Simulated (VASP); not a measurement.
An input for Ansatz (written as the equivalent of a VASP run, and not itself run):

Ansatz 0.2 input:
```yaml
crystal:
  lattice:
    - [2.8641760, 0.0000000, 0.0000000]
    - [0.0000000, 2.8641760, 0.0000000]
    - [0.0000000, 0.0000000, 2.8641760]
  atoms:
    - { symbol: Y, position: [0.0000000, 0.0000000, 0.0000000] }
    - { symbol: N, position: [0.5000000, 0.5000000, 0.5000000] }
kpoints:
  mp_grid: { grid: [8, 8, 8] }
hamiltonian:
  xc: r2scan
  pseudopotentials: { kind: paw }
scf:
  occupations: { method: gaussian, width: 0.05 }
  max_iter: 100
relax:
  max_steps: 60
  f_tol: 0.01
  cell: {}
output: { forces: true, stress: true, eigenvalues: true }
```

Q: Write the VASP files for the same calculation (r2SCAN).

A: This is not unique; one that fits is 
KPOINTS:
```
Automatic mesh
0
Gamma
8 8 8
0 0 0
```

File POSCAR:
```
YN
1
    2.8641760000     0.0000000000     0.0000000000
    0.0000000000     2.8641760000     0.0000000000
    0.0000000000     0.0000000000     2.8641760000
Y N
1 1
Direct
  0.0000000000   0.0000000000   0.0000000000
  0.5000000000   0.5000000000   0.5000000000
```

### INCAR
```
SYSTEM = YN
PREC = Accurate
ENCUT = 520
EDIFF = 1E-6
NELM = 100
ALGO = Normal
LREAL = .FALSE.
LASPH = .TRUE.
ISMEAR = 0
SIGMA = 0.05
METAGGA = R2SCAN
LMIXTAU = .TRUE.
LMAXMIX = 4
LWAVE = .FALSE.
LCHARG = .FALSE.
IBRION = 2
ISIF = 3
NSW = 60
EDIFFG = -0.01
```

POTCAR, in this order: Y_sv N (PBE.64 set). Program: vasp_std.

Limits of the translation: each code has its own PAW files, so the cut-off isn't converted (ENCUT is set for VASP's; basis.ecutwfc is left out, and Ansatz then takes the one that its files recommend); Ansatz stops its SCF on the density residual and VASP on the energy change (EDIFF).

The structure was generated: YN was put into the CsCl type (Pm-3m), which need not be its known phase. This run relaxes it. Symmetry was kept, so distortions that lower it aren't found.
